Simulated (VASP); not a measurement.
# CuI: what moves the LDA gap besides the functional

How far does the LDA gap of CuI depend on mesh and cell? The starting structure is a measured crystal structure from the Crystallography Open Database. Cell and atoms stay as given unless a step says otherwise.

Method: Kohn-Sham DFT with plane waves and PAW; LDA, in VASP 6.6.1.

The database entry behind the starting cell differs from later determinations by our own check (about 0.4 % short), so it need not match the best structure at ambient conditions.

## (1) The starting structure

It takes space group F-43m (No. 216, cubic). Conventional cell: a = 6.032 Å, b = 6.032 Å, c = 6.032 Å, α = 90.00°, β = 90.00°, γ = 90.00°. I has 4 Cu at 2.61 Å nearest. Cu has 4 I at 2.61 Å nearest. Farther neighbours and most contacts between anions are not listed.

Structure file:

```xyz
2
Lattice="0.0000 3.0160 3.0160 3.0160 0.0000 3.0160 3.0160 3.0160 0.0000" Properties=species:S:1:pos:R:3 pbc="T T T"
I     0.0000    0.0000    0.0000
Cu    4.5240    4.5240    4.5240
```

## (2) Reference bands

The input, INCAR:

```
SYSTEM = CuI
PREC = Accurate
ENCUT = 350
EDIFF = 1E-06
NELM = 100
ISMEAR = 0
SIGMA = 0.03
LREAL = .FALSE.
ALGO = Normal
GGA = CA
NBANDS = 21
LASPH = .TRUE.
LORBIT = 11
LWAVE = .FALSE.
LCHARG = .FALSE.
KPAR = 4
```

The input, POSCAR:

```
CuI
1.0
    0.0000000000      3.0160000000      3.0160000000
    3.0160000000      0.0000000000      3.0160000000
    3.0160000000      3.0160000000      0.0000000000
I Cu
1 1
Direct
    0.0000000000      0.0000000000      0.0000000000
    0.7500000000      0.7500000000      0.7500000000
```

The input, KPOINTS:

```
Automatic mesh
0
Gamma
6 6 6
0 0 0
```

The input, KPOINTS_OPT:

```
Line mode
10
Line-mode
Reciprocal
  0.00000000   0.00000000   0.00000000 GAMMA
  0.50000000   0.00000000   0.50000000 X

  0.50000000   0.00000000   0.50000000 X
  0.50000000   0.25000000   0.75000000 W

  0.50000000   0.25000000   0.75000000 W
  0.37500000   0.37500000   0.75000000 K

  0.37500000   0.37500000   0.75000000 K
  0.00000000   0.00000000   0.00000000 GAMMA

  0.00000000   0.00000000   0.00000000 GAMMA
  0.50000000   0.50000000   0.50000000 L

  0.50000000   0.50000000   0.50000000 L
  0.62500000   0.25000000   0.62500000 U

  0.62500000   0.25000000   0.62500000 U
  0.50000000   0.25000000   0.75000000 W

  0.50000000   0.25000000   0.75000000 W
  0.50000000   0.50000000   0.50000000 L

  0.50000000   0.50000000   0.50000000 L
  0.37500000   0.37500000   0.75000000 K

  0.62500000   0.25000000   0.62500000 U
  0.50000000   0.00000000   0.50000000 X
```

PAW data sets: I and Cu (LDA family, release 64).

Launch:

```console
> mpirun -np 4 vasp_std
```

Log:

```text
[banner, memory and clock lines left out]
running    4 mpi-ranks, on    1 nodes
 distrk:  each k-point on    1 cores,    4 groups
 distr:  one band on    1 cores,    1 groups

 POSCAR found type information on POSCAR I Cu
 POSCAR found :  2 types and       2 ions
 LDA part: xc-table for (Slater(with rela. corr.)+CA(PZ))
 , standard interpolation
 POSCAR, INCAR and KPOINTS ok, starting setup
 FFT: planning ... GRIDC
 FFT: planning ... GRID_SOFT
 FFT: planning ... GRID
 WAVECAR not read
 entering main loop
       N       E                     dE             d eps       ncg     rms          rms(c)
DAV:   1     0.868587944256E+02    0.86859E+02   -0.53321E+03   672   0.648E+02
DAV:   2    -0.391641992272E+00   -0.87250E+02   -0.77012E+02   722   0.173E+02
DAV:   3    -0.702712029045E+01   -0.66355E+01   -0.65241E+01   842   0.520E+01
DAV:   4    -0.720223366925E+01   -0.17511E+00   -0.17492E+00   819   0.744E+00
DAV:   5    -0.721086738810E+01   -0.86337E-02   -0.86328E-02  1000   0.195E+00    0.562E+00
DAV:   6    -0.712327465389E+01    0.87593E-01   -0.22975E+00   792   0.366E+01    0.362E+00
DAV:   7    -0.694786157383E+01    0.17541E+00   -0.58358E-01   777   0.225E+01    0.176E+00
DAV:   8    -0.694409600249E+01    0.37656E-02   -0.28650E-02  1043   0.195E+00    0.403E-01
DAV:   9    -0.694196902054E+01    0.21270E-02   -0.39231E-03   832   0.159E+00    0.227E-01
DAV:  10    -0.694192123427E+01    0.47786E-04   -0.34122E-04  1088   0.155E-01    0.945E-02
DAV:  11    -0.694181708355E+01    0.10415E-03   -0.43944E-04   800   0.574E-01    0.292E-02
DAV:  12    -0.694181651616E+01    0.56740E-06   -0.41892E-05  1030   0.767E-02    0.288E-02
DAV:  13    -0.694181542172E+01    0.10944E-05   -0.22777E-06   965   0.235E-02    0.506E-03
DAV:  14    -0.694181524330E+01    0.17842E-06   -0.58641E-07   481   0.153E-02
   1 F= -.69418152E+01 E0= -.69418152E+01  d E =-.472188E-21
 Start KPOINTS_OPT (optional k-point list driver)
k-point batch [1-16\100]
       N       E                     dE             ncg
DAV:   1     0.171814016994E+04   -0.37797E+04      677
DAV:   2     0.283891996801E+03   -0.14342E+04      707
DAV:   3     0.172444855157E+03   -0.11145E+03      841
DAV:   4     0.169459269767E+03   -0.29856E+01      836
DAV:   5     0.169314412512E+03   -0.14486E+00      976
DAV:   6     0.169311350795E+03   -0.30617E-02      884
DAV:   7     0.169311326139E+03   -0.24656E-04      987
DAV:   8     0.169311325940E+03   -0.19880E-06      665
[...]
k-point batch [97-100\100]
       N       E                     dE             ncg
DAV:   1     0.641806773929E+04   -0.17459E+04      168
DAV:   2     0.605240595154E+04   -0.36566E+03      178
DAV:   3     0.602785325171E+04   -0.24553E+02      227
DAV:   4     0.602725451722E+04   -0.59873E+00      193
DAV:   5     0.602722413183E+04   -0.30385E-01      256
DAV:   6     0.602722340587E+04   -0.72596E-03      214
DAV:   7     0.602722339834E+04   -0.75322E-05      256
DAV:   8     0.602722339830E+04   -0.44589E-07      171
```

The job ended after 10 s (4 MPI ranks of Intel Xeon 6975P-C (Granite Rapids), shared host; peak memory 0.56 GiB; 38 s of CPU time).

Lines that name or quote the potential files are left out of all logs, and their timing lines are given in words.

Parts of OUTCAR (step 2):

```text
ion  position               nearest neighbor table
   1  0.000  0.000  0.000-   2 2.61   2 2.61   2 2.61   2 2.61
   2  0.750  0.750  0.750-   1 2.61   1 2.61   1 2.61   1 2.61

  LATTYP: Found a face centered cubic cell.
 ALAT       =     6.0320000000

 Subroutine GETGRP returns: Found 24 space group operations
 (whereof 24 operations were pure point group operations)

The static configuration has the point symmetry T_d .

 Found     16 irreducible k-points:

   k-points           NKPTS =     16   k-points in BZ     NKDIM =     16   number of bands    NBANDS=     21

   dimension x,y,z NGX =    28 NGY =   28 NGZ =   28
   dimension x,y,z NGXF=    56 NGYF=   56 NGZF=   56

   ENCUT  =  350.0 eV  25.72 Ry    5.07 a.u.   6.51  6.51  6.51*2*pi/ulx,y,z

   NELECT =      18.0000    total number of electrons

 k-points in reciprocal lattice and weights: Automatic mesh
   0.00000000  0.00000000  0.00000000       0.005
   0.16666667  0.00000000  0.00000000       0.037
   0.33333333  0.00000000  0.00000000       0.037
   0.50000000  0.00000000  0.00000000       0.019
   0.16666667  0.16666667  0.00000000       0.028
   0.33333333  0.16666667  0.00000000       0.111
   0.50000000  0.16666667  0.00000000       0.111
  -0.33333333  0.16666667  0.00000000       0.111
  -0.16666667  0.16666667  0.00000000       0.056
[...]
-0.33333333  0.33333333  0.16666667       0.111
  -0.33333333  0.50000000  0.16666667       0.056

 average (electrostatic) potential at core
       1 -92.8930       2 -66.7107

 E-fermi :   4.5316

 k-point     1 :       0.0000    0.0000    0.0000
  band No.  band energies     occupation
    ...
      5       2.3578      2.00000
      6       2.3578      2.00000
      7       4.3401      2.00000
      8       4.3401      2.00000
      9       4.3401      2.00000
     10       5.3715      0.00000
     11       9.1858      0.00000
     12       9.1858      0.00000
     13       9.1858      0.00000
     14      12.3396      0.00000
    ...

 k-point     2 :       0.1667    0.0000    0.0000
  band No.  band energies     occupation
    ...
      5       2.3485      2.00000
      6       2.3485      2.00000
      7       3.3979      2.00000
      8       4.1351      2.00000
      9       4.1351      2.00000
     10       6.3424      0.00000
     11       9.1591      0.00000
     12       9.5395      0.00000
     13       9.5395      0.00000
     14      13.1141      0.00000
    ...

 k-point     3 :       0.3333    0.0000    0.0000
  band No.  band energies     occupation
    ...
      5       2.3590      2.00000
      6       2.3590      2.00000
      7       2.6663      2.00000
      8       3.7696      2.00000
      9       3.7696      2.00000
     10       6.5109      0.00000
     11       9.7955      0.00000
     12       9.7955      0.00000
     13      10.6985      0.00000
     14      12.8375      0.00000
    ...

  Total       -1.3027012     -1.3027012     -1.3027012     -0.0000000      0.0000000     -0.0000000
  in kB      -38.0392003    -38.0392003    -38.0392003     -0.0000000      0.0000000     -0.0000000
  external PRESSURE =     -38.0392003 kB  Pullay stress =       0.0000000 kB

  energy-cutoff  :      350.00
  volume of cell :       54.87
      direct lattice vectors                 reciprocal lattice vectors
     0.000000000  3.016000000  3.016000000    -0.165782493  0.165782493  0.165782493
     3.016000000  0.000000000  3.016000000     0.165782493 -0.165782493  0.165782493
     3.016000000  3.016000000  0.000000000     0.165782493  0.165782493 -0.165782493

 POSITION                                       TOTAL-FORCE (eV/Angst)
 -----------------------------------------------------------------------------------
      0.00000      0.00000      0.00000         0.000000      0.000000     -0.000000
      4.52400      4.52400      4.52400        -0.000000     -0.000000      0.000000
 -----------------------------------------------------------------------------------
    total drift:                               -0.000001     -0.000001     -0.000001

  FREE ENERGIE OF THE ION-ELECTRON SYSTEM (eV)
  ---------------------------------------------------
  free  energy   TOTEN  =        -6.9418152433 eV

  energy  without entropy=       -6.9418152433  energy(sigma->0) =       -6.94181524

 total charge
# of ion       s       p       d       tot
------------------------------------------
    1        1.497   2.752   0.054   4.302
    2        0.341   0.275   9.329   9.944
--------------------------------------------------
tot          1.837   3.026   9.383  14.246

[... 3 further parts left out ...]
```

Spin-orbit coupling is off here; with elements this heavy it can split and shift levels by tenths of an eV. At this level the cell is under a tension of 3.8 GPa, so at these settings it is away from equilibrium.

The reference gap is 1.031 eV.

## (3) Bands with cell and atoms relaxed by LDA

Against step 2 the input has another starting structure. The cell comes from a relaxation at this level, not shown (50.33 Å³).

INCAR is that of step 2.

The input, POSCAR:

```
CuI
1.0
    0.0000000000      2.9304990372      2.9304990372
    2.9304990372      0.0000000000      2.9304990372
    2.9304990372      2.9304990372      0.0000000000
I Cu
1 1
Direct
    0.0000000000      0.0000000000      0.0000000000
    0.7500000000      0.7500000000      0.7500000000
```

KPOINTS is that of step 2.

KPOINTS_OPT is that of step 2.

Launch:

```console
> mpirun -np 4 vasp_std
```

Log:

```text
[... set-up lines as in an earlier step ...]
 entering main loop
       N       E                     dE             d eps       ncg     rms          rms(c)
DAV:   1     0.860422567809E+02    0.86042E+02   -0.55531E+03   693   0.704E+02
DAV:   2    -0.107426797992E+01   -0.87117E+02   -0.76908E+02   717   0.177E+02
DAV:   3    -0.716044752608E+01   -0.60862E+01   -0.59779E+01   850   0.503E+01
DAV:   4    -0.732136725573E+01   -0.16092E+00   -0.16073E+00   832   0.712E+00
[...]
DAV:  12    -0.699790347080E+01    0.20841E-06   -0.40750E-05  1001   0.741E-02    0.313E-02
DAV:  13    -0.699790236142E+01    0.11094E-05   -0.16842E-06   867   0.171E-02    0.110E-02
DAV:  14    -0.699790193448E+01    0.42694E-06   -0.68361E-07   485   0.212E-02
   1 F= -.69979019E+01 E0= -.69979019E+01  d E =-.170352E-22
 Start KPOINTS_OPT (optional k-point list driver)
k-point batch [1-16\100]
       N       E                     dE             ncg
DAV:   1     0.192338249065E+04   -0.41423E+04      688
DAV:   2     0.465779703463E+03   -0.14576E+04      732
DAV:   3     0.359935697327E+03   -0.10584E+03      848
DAV:   4     0.357278669037E+03   -0.26570E+01      856
DAV:   5     0.357155434163E+03   -0.12323E+00      947
DAV:   6     0.357153246449E+03   -0.21877E-02      911
DAV:   7     0.357153200537E+03   -0.45912E-04      974
DAV:   8     0.357153200347E+03   -0.18968E-06      639
[...]
k-point batch [97-100\100]
       N       E                     dE             ncg
DAV:   1     0.660930274492E+04   -0.17180E+04      168
DAV:   2     0.625958479286E+04   -0.34972E+03      178
DAV:   3     0.623597737298E+04   -0.23607E+02      227
DAV:   4     0.623545483646E+04   -0.52254E+00      201
DAV:   5     0.623543273420E+04   -0.22102E-01      259
DAV:   6     0.623543265509E+04   -0.79115E-04      191
DAV:   7     0.623543265323E+04   -0.18537E-05      246
DAV:   8     0.623543265320E+04   -0.34774E-07      164
```

Wall time 7.4 s (4 MPI ranks); peak memory 0.58 GiB; 27 s of CPU time.

OUTCAR, selected parts (step 3):

```text
  Total        0.0548696      0.0548696      0.0548696      0.0000000      0.0000000     -0.0000000
  in kB        1.7465755      1.7465755      1.7465755      0.0000000      0.0000000     -0.0000000
  external PRESSURE =       1.7465755 kB  Pullay stress =       0.0000000 kB

 POSITION                                       TOTAL-FORCE (eV/Angst)
 -----------------------------------------------------------------------------------
      0.00000      0.00000      0.00000         0.000000      0.000000      0.000000
      4.39575      4.39575      4.39575        -0.000000     -0.000000     -0.000000
 -----------------------------------------------------------------------------------
    total drift:                                0.000000      0.000000      0.000000

  FREE ENERGIE OF THE ION-ELECTRON SYSTEM (eV)
  ---------------------------------------------------
  free  energy   TOTEN  =        -6.9979019345 eV

  energy  without entropy=       -6.9979019345  energy(sigma->0) =       -6.99790193

[... 1 part as in an earlier step ...]

[... 2 further parts left out ...]
[key lines of the parts left out:]
E-fermi :   5.5522
```

With cell and atoms relaxed by LDA the gap is 1.281 eV, +0.250 eV from the reference.

## (4) Bands with an 8×8×8 mesh

Against step 2 the input has an 8×8×8 mesh.

INCAR is that of step 3.

The input, POSCAR:

```
CuI
1.0
    0.0000000000      3.0160000000      3.0160000000
    3.0160000000      0.0000000000      3.0160000000
    3.0160000000      3.0160000000      0.0000000000
I Cu
1 1
Direct
    0.0000000000      0.0000000000      0.0000000000
    0.7500000000      0.7500000000      0.7500000000
```

The input, KPOINTS:

```
Automatic mesh
0
Gamma
8 8 8
0 0 0
```

KPOINTS_OPT is that of step 3.

Launch:

```console
> mpirun -np 4 vasp_std
```

Log:

```text
[... set-up lines as in an earlier step ...]
 entering main loop
       N       E                     dE             d eps       ncg     rms          rms(c)
DAV:   1     0.876498342153E+02    0.87650E+02   -0.54590E+03  1242   0.662E+02
DAV:   2    -0.981850865639E+00   -0.88632E+02   -0.76640E+02  1314   0.171E+02
DAV:   3    -0.703502613092E+01   -0.60532E+01   -0.59513E+01  1493   0.494E+01
DAV:   4    -0.720594750787E+01   -0.17092E+00   -0.17071E+00  1472   0.735E+00
[...]
DAV:  12    -0.694457265403E+01    0.30227E-06   -0.41117E-05  1894   0.729E-02    0.280E-02
DAV:  13    -0.694457159212E+01    0.10619E-05   -0.23805E-06  1816   0.257E-02    0.349E-03
DAV:  14    -0.694457145175E+01    0.14037E-06   -0.48649E-07   859   0.135E-02
   1 F= -.69445715E+01 E0= -.69445715E+01  d E =-.179415E-21
 Start KPOINTS_OPT (optional k-point list driver)
k-point batch [1-29\100]
       N       E                     dE             ncg
DAV:   1     0.312036812631E+04   -0.91157E+04     1223
DAV:   2     0.462141663686E+03   -0.26582E+04     1321
DAV:   3     0.257677522844E+03   -0.20446E+03     1544
DAV:   4     0.252334104495E+03   -0.53434E+01     1546
DAV:   5     0.252092905586E+03   -0.24120E+00     1777
DAV:   6     0.252089327049E+03   -0.35785E-02     1593
DAV:   7     0.252089289571E+03   -0.37477E-04     1796
DAV:   8     0.252089289286E+03   -0.28571E-06     1165
[...]
k-point batch [88-100\100]
       N       E                     dE             ncg
DAV:   1     0.880347563965E+04   -0.49848E+04      546
DAV:   2     0.762618353089E+04   -0.11773E+04      576
DAV:   3     0.753263774824E+04   -0.93546E+02      711
DAV:   4     0.753023866289E+04   -0.23991E+01      707
DAV:   5     0.753013831530E+04   -0.10035E+00      781
DAV:   6     0.753013554891E+04   -0.27664E-02      737
DAV:   7     0.753013548242E+04   -0.66491E-04      814
DAV:   8     0.753013548213E+04   -0.28235E-06      540
```

Wall time 12 s (4 MPI ranks); peak memory 0.61 GiB.

Parts of OUTCAR (step 4):

```text
  Total       -1.3086837     -1.3086837     -1.3086837     -0.0000000      0.0000000     -0.0000000
  in kB      -38.2138931    -38.2138931    -38.2138931     -0.0000000      0.0000000     -0.0000000
  external PRESSURE =     -38.2138931 kB  Pullay stress =       0.0000000 kB

 POSITION                                       TOTAL-FORCE (eV/Angst)
 -----------------------------------------------------------------------------------
      0.00000      0.00000      0.00000        -0.000000     -0.000000      0.000000
      4.52400      4.52400      4.52400         0.000000      0.000000     -0.000000
 -----------------------------------------------------------------------------------
    total drift:                               -0.000001     -0.000001     -0.000001

  FREE ENERGIE OF THE ION-ELECTRON SYSTEM (eV)
  ---------------------------------------------------
  free  energy   TOTEN  =        -6.9445714518 eV

  energy  without entropy=       -6.9445714518  energy(sigma->0) =       -6.94457145

[... 1 part as in an earlier step ...]

[... 2 further parts left out ...]
[key lines of the parts left out:]
E-fermi :   4.5299
```

With an 8×8×8 mesh the gap is 1.032 eV, +0.001 eV from the reference.

## (5) Comparison

```csv
run,gap (eV),change (eV),core minutes
reference,1.031,-,0.667
cell and atoms relaxed by LDA,1.281,0.25,0.493
an 8×8×8 mesh,1.032,0.001,0.787
```

Core minutes are wall time times ranks of the run shown, on a shared host.

## (6) What came out

```json
{"reference gap": "1.031 eV", "gap with cell and atoms relaxed by LDA": "1.281 eV", "gap with an 8×8×8 mesh": "1.032 eV"}
```

What this shows: Among the runs that read a gap along the path, the one with cell and atoms relaxed by LDA moves it most, by +0.250 eV. On finer settings it changes by +0.001 eV with an 8×8×8 mesh. The functional's own error isn't tested here. Further runs on this material are not shown.

[Lines on the potential files, build, host, timing and source positions are cut from VASP's logs without a mark.]

[Logs are printed without paths, hosts, clocks, repeated set-up lines and the standing remarks that a program may print on its own settings, such as how far it seeks lower states.]

[Hosts, paths, dates, database ids (printed as entryN), source tags and the programs' standing remarks are cut or masked in the printed files.]
